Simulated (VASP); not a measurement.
Level of theory: LDA (Ceperley-Alder, Perdew-Zunger), VASP's LDA PAW potentials (set 64) (plane waves; VASP 6.6.1).

VASP input:

**INCAR**
```
SYSTEM = MoS2
PREC = Accurate; ENCUT = 520; LREAL = .False.
LASPH = .True.
EDIFF = 1E-6; NELM = 100; ALGO = Normal
LMAXMIX = 4
ISMEAR = 0; SIGMA = 0.05
IBRION = 2; NSW = 60; ISIF = 3
EDIFFG = -0.01
LWAVE = .False.; LCHARG = .False.
```

File POSCAR:
```
MoS2
1
    1.5618515814    -2.7052060265     0.0000000000
    1.5618515814     2.7052060265     0.0000000000
    0.0000000000    -0.0000000000    12.0690373739
Mo S
2 4
Direct
  0.3333330000   0.6666670000   0.2500000000
  0.6666670000   0.3333330000   0.7500000000
  0.3333330000   0.6666670000   0.8787595408
  0.6666670000   0.3333330000   0.3787595408
  0.6666670000   0.3333330000   0.1212404592
  0.3333330000   0.6666670000   0.6212404592
```

KPOINTS:
```
Automatic mesh
0
Gamma
9 9 2
0 0 0
```

POTCAR, in this order: Mo_sv S (LDA.64 set). Program: vasp_std.

### Question
Predict the energy per atom (σ→0).

### Answer

```yaml
energy per atom (σ→0): -8.160 eV/atom
```

### OSZICAR
```
...
DAV:   9    -0.489662453698E+02   -0.93342E-02   -0.13700E-01  1954   0.169E+00    0.118E+00
DAV:  10    -0.489579462098E+02    0.82992E-02   -0.53210E-02  1801   0.137E+00    0.238E-01
DAV:  11    -0.489579302912E+02    0.15919E-04   -0.23226E-03  1847   0.273E-01    0.131E-01
DAV:  12    -0.489579070778E+02    0.23213E-04   -0.16194E-04  1749   0.637E-02    0.761E-02
DAV:  13    -0.489578878639E+02    0.19214E-04   -0.19144E-04  1967   0.752E-02    0.205E-02
DAV:  14    -0.489578868637E+02    0.10001E-05   -0.25520E-05  1850   0.314E-02    0.131E-02
DAV:  15    -0.489578864034E+02    0.46035E-06   -0.14448E-06  1285   0.795E-03
   1 F= -.48957886E+02 E0= -.48957886E+02  d E =-.489579E+02
```

The compound is MoS2 in the 2H layered structure. It was relaxed first. The start is the result of an earlier pass.
